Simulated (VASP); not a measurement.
All values below come from r2SCAN meta-GGA, VASP's PBE PAW potentials (set 64) (plane waves; VASP 6.6.1).

The input files of a VASP run:

INCAR:
```
SYSTEM = CdS
PREC = Accurate
ENCUT = 400
EDIFF = 1E-6
NELM = 100
ALGO = Normal
LREAL = .FALSE.
LASPH = .TRUE.
ISMEAR = 0
SIGMA = 0.05
METAGGA = R2SCAN
LMIXTAU = .TRUE.
LMAXMIX = 4
LWAVE = .FALSE.
LCHARG = .FALSE.
IBRION = 2
ISIF = 3
NSW = 60
EDIFFG = -0.02
```

### KPOINTS
```
K-points
0
gamma
 6 6 3
```

**POSCAR**
```
CdS
1.0
  4.1184528993   0.0000000000   0.0000000000
 -2.0592264497   3.5666853376   0.0000000000
  0.0000000000   0.0000000000   6.7250636133
Cd S
2 2
direct
  0.3333330000   0.6666670000   0.9999278210
  0.6666670000   0.3333330000   0.4999278210
  0.3333330000   0.6666670000   0.3750721790
  0.6666670000   0.3333330000   0.8750721790
```

POTCAR, in this order: Cd S (PBE.64 set). Program: vasp_std.

Output

### OSZICAR
```
       N       E                     dE             d eps       ncg     rms          rms(c)
DAV:   1     0.168205774804E+03    0.16821E+03   -0.15798E+04   616   0.125E+03
DAV:   2    -0.577881688333E+02   -0.22599E+03   -0.22125E+03   700   0.337E+02
DAV:   3    -0.695879672908E+02   -0.11800E+02   -0.11766E+02   736   0.793E+01
DAV:   4    -0.697063256682E+02   -0.11836E+00   -0.11828E+00   732   0.794E+00
DAV:   5    -0.697084374141E+02   -0.21117E-02   -0.21116E-02   754   0.998E-01    0.117E+01
DAV:   6    -0.625578545796E+02    0.71506E+01   -0.73243E+00   700   0.382E+01    0.125E+01
DAV:   7    -0.602110419955E+02    0.23468E+01   -0.91523E-01   640   0.964E+00    0.897E+00
DAV:   8    -0.613291306584E+02   -0.11181E+01   -0.65335E-01   616   0.816E+00    0.113E+00
DAV:   9    -0.583798563255E+02    0.29493E+01   -0.12327E+00   640   0.773E+00    0.107E+00
DAV:  10    -0.589020622082E+02   -0.52221E+00   -0.17971E-01   628   0.309E+00    0.705E-01
DAV:  11    -0.589065692830E+02   -0.45071E-02   -0.24675E-03   766   0.335E-01    0.631E-01
DAV:  12    -0.590525611861E+02   -0.14599E+00   -0.20393E-02   682   0.861E-01    0.474E-01
DAV:  13    -0.593387397893E+02   -0.28618E+00   -0.26881E-01   646   0.354E+00    0.275E-01
DAV:  14    -0.593365266878E+02    0.22131E-02   -0.12843E-02   682   0.760E-01    0.186E-01
DAV:  15    -0.593487698745E+02   -0.12243E-01   -0.44041E-03   658   0.463E-01    0.698E-02
DAV:  16    -0.593508092019E+02   -0.20393E-02   -0.11422E-02   634   0.748E-01    0.243E-01
DAV:  17    -0.593539830879E+02   -0.31739E-02   -0.91893E-03   628   0.605E-01    0.651E-02
DAV:  18    -0.593542444556E+02   -0.26137E-03   -0.83537E-04   658   0.218E-01    0.533E-02
DAV:  19    -0.593543014618E+02   -0.57006E-04   -0.22965E-05   748   0.379E-02    0.462E-02
DAV:  20    -0.593543189316E+02   -0.17470E-04   -0.82485E-06   676   0.278E-02    0.310E-02
DAV:  21    -0.593543293996E+02   -0.10468E-04   -0.15559E-05   652   0.254E-02    0.182E-02
DAV:  22    -0.593543352349E+02   -0.58353E-05   -0.74476E-06   652   0.214E-02    0.103E-02
DAV:  23    -0.593543345304E+02    0.70457E-06   -0.14134E-06   532   0.701E-03
   1 F= -.59354335E+02 E0= -.59354335E+02  d E =-.593543E+02
       N       E                     dE             d eps       ncg     rms          rms(c)
DAV:   1    -0.598196861999E+02   -0.46535E+00   -0.10927E+01   646   0.381E+01    0.588E+00
DAV:   2    -0.593982880636E+02    0.42140E+00   -0.10872E+00   658   0.138E+01    0.207E+00
DAV:   3    -0.593724627915E+02    0.25825E-01   -0.10446E-01   658   0.337E+00    0.187E+00
DAV:   4    -0.593325965920E+02    0.39866E-01   -0.51377E-02   616   0.181E+00    0.484E-01
DAV:   5    -0.593377380869E+02   -0.51415E-02   -0.47529E-02   616   0.190E+00    0.164E-01
DAV:   6    -0.593589105055E+02   -0.21172E-01   -0.26028E-02   616   0.145E+00    0.965E-02
DAV:   7    -0.593641103238E+02   -0.51998E-02   -0.12705E-03   616   0.345E-01    0.554E-02
DAV:   8    -0.593640670397E+02    0.43284E-04   -0.66630E-05   700   0.743E-02    0.307E-02
DAV:   9    -0.593648685364E+02   -0.80150E-03   -0.50669E-04   622   0.202E-01    0.132E-02
DAV:  10    -0.593649036473E+02   -0.35111E-04   -0.32139E-05   640   0.554E-02    0.993E-03
DAV:  11    -0.593649033986E+02    0.24870E-06   -0.75508E-07   538   0.609E-03
   2 F= -.59364903E+02 E0= -.59364903E+02  d E =-.105689E-01
       N       E                     dE             d eps       ncg     rms          rms(c)
DAV:   1    -0.594186582388E+02   -0.53755E-01   -0.11752E+00   652   0.122E+01    0.177E+00
DAV:   2    -0.593704716765E+02    0.48187E-01   -0.13019E-01   658   0.479E+00    0.608E-01
DAV:   3    -0.593683362323E+02    0.21354E-02   -0.12926E-02   646   0.114E+00    0.534E-01
DAV:   4    -0.593637842102E+02    0.45520E-02   -0.50342E-03   616   0.565E-01    0.140E-01
DAV:   5    -0.593656111152E+02   -0.18269E-02   -0.49903E-03   616   0.619E-01    0.589E-02
DAV:   6    -0.593673236044E+02   -0.17125E-02   -0.24707E-03   616   0.445E-01    0.435E-02
DAV:   7    -0.593679477956E+02   -0.62419E-03   -0.12815E-04   628   0.107E-01    0.177E-02
DAV:   8    -0.593679230453E+02    0.24750E-04   -0.35939E-06   600   0.191E-02    0.115E-02
DAV:   9    -0.593680445442E+02   -0.12150E-03   -0.44684E-05   616   0.624E-02    0.299E-03
DAV:  10    -0.593680416645E+02    0.28797E-05   -0.10951E-06   524   0.106E-02    0.295E-03
DAV:  11    -0.593680412287E+02    0.43575E-06   -0.83505E-08   332   0.253E-03
   3 F= -.59368041E+02 E0= -.59368041E+02  d E =-.137067E-01
```

OUTCAR:
```
------------------------ aborting loop because EDIFF is reached ----------------------------------------
  FORCE on cell =-STRESS in cart. coord.  units (eV):
  Direction    XX          YY          ZZ          XY          YZ          ZX
  --------------------------------------------------------------------------------------
  Total        0.0266667      0.0266667     -0.0316931     -0.0000000      0.0000000      0.0000000
  in kB        0.4214497      0.4214498     -0.5008885     -0.0000000      0.0000000      0.0000000
  external PRESSURE =       0.1140036 kB  Pullay stress =       0.0000000 kB
  volume of cell :      101.38
      direct lattice vectors                 reciprocal lattice vectors
     4.154561143 -0.000000000  0.000000000     0.240699310  0.138967791 -0.000000000
    -2.077280572  3.597956007  0.000000000     0.000000000  0.277935583 -0.000000000
     0.000000000  0.000000000  6.781928778     0.000000000  0.000000000  0.147450679
  FREE ENERGIE OF THE ION-ELECTRON SYSTEM (eV)
  ---------------------------------------------------
  free  energy   TOTEN  =       -59.3680412287 eV

  energy  without entropy=      -59.3680412287  energy(sigma->0) =      -59.36804123

 reached required accuracy - stopping structural energy minimisation
```
(Selected blocks of OUTCAR.)

CONTCAR:
```
CdS
   1.00000000000000
     4.1545611433269567   -0.0000000000005062    0.0000000000000000
    -2.0772805717143550    3.5979560074309811    0.0000000000000000
     0.0000000000000000    0.0000000000000000    6.7819287780406219
  Cd              S
     2     2
Direct
     0.3333330000000032    0.6666669999999968    0.9998485558105492
     0.6666669999999968    0.3333330000000032    0.4998485558105492
     0.3333330000000032    0.6666669999999968    0.3751514441894508
     0.6666669999999968    0.3333330000000032    0.8751514441894508
```

Energy and stress use the plane-wave basis of the starting cell.

The structure was generated: CdS was put into the wurtzite type (P6_3mc), which need not be its known phase. This run relaxes it. Symmetry was kept, so distortions that lower it aren't found. The start is the result of an earlier pass.
